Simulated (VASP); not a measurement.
All values below come from SCAN meta-GGA, VASP's PBE PAW potentials (set 64) (plane waves; VASP 6.6.1).

The input files of a VASP run:

File POSCAR:
```
ZrB2
1
    1.5636618523    -2.7083422345     0.0000000000
    1.5636618523     2.7083422345     0.0000000000
    0.0000000000     0.0000000000     3.5176181232
Zr B
1 2
Direct
  0.0000000000   0.0000000000   1.0000000000
  0.3333330000   0.6666670000   0.5000000000
  0.6666670000   0.3333330000   0.5000000000
```

### INCAR
```
ALGO=Normal
EDIFF=1E-7
EDIFFG=-0.01
ENCUT=520
IBRION=2
ISIF=4
ISMEAR=1
LASPH=.True.
LCHARG=.False.
LMAXMIX=4
LMIXTAU=.True.
LREAL=.False.
LWAVE=.False.
METAGGA=SCAN
NELM=100
NSW=30
PREC=Accurate
SIGMA=0.1
SYSTEM=ZrB2
```

**KPOINTS**
```
Automatic mesh
0
Gamma
11 11 9
0 0 0
```

POTCAR, in this order: Zr_sv B (PBE.64 set). Program: vasp_std.

Task: What does the run give for the energy per atom (σ→0), band gap (on the k-mesh)?

Result: 
| Item | Result |
|---|---|
| energy per atom (σ→0) | -16248 meV/atom |
| band gap (on the k-mesh) | none (metal, semimetal or under 0.01 eV) |

### OSZICAR
```
...
DAV:   8    -0.487440764235E+02   -0.47399E-05   -0.34179E-06  2265   0.248E-02    0.115E-03
DAV:   9    -0.487440715182E+02    0.49053E-05   -0.20519E-06  2130   0.203E-02    0.543E-04
DAV:  10    -0.487440714457E+02    0.72488E-07   -0.15070E-06  2110   0.160E-02    0.200E-04
DAV:  11    -0.487440725934E+02   -0.11478E-05   -0.36860E-08  1365   0.289E-03    0.754E-05
DAV:  12    -0.487440719569E+02    0.63653E-06   -0.82194E-08  1474   0.440E-03    0.552E-05
DAV:  13    -0.487440721261E+02   -0.16921E-06   -0.50195E-08  1085   0.328E-03    0.244E-05
DAV:  14    -0.487440721639E+02   -0.37811E-07   -0.71813E-10  1085   0.312E-04
   2 F= -.48744072E+02 E0= -.48744092E+02  d E =-.392734E-03
```

The compound is ZrB2 in the AlB2 type structure. This cell is one point of a volume scan, at 0.97 of the reference volume. Symmetry was kept, so distortions that lower it aren't found.
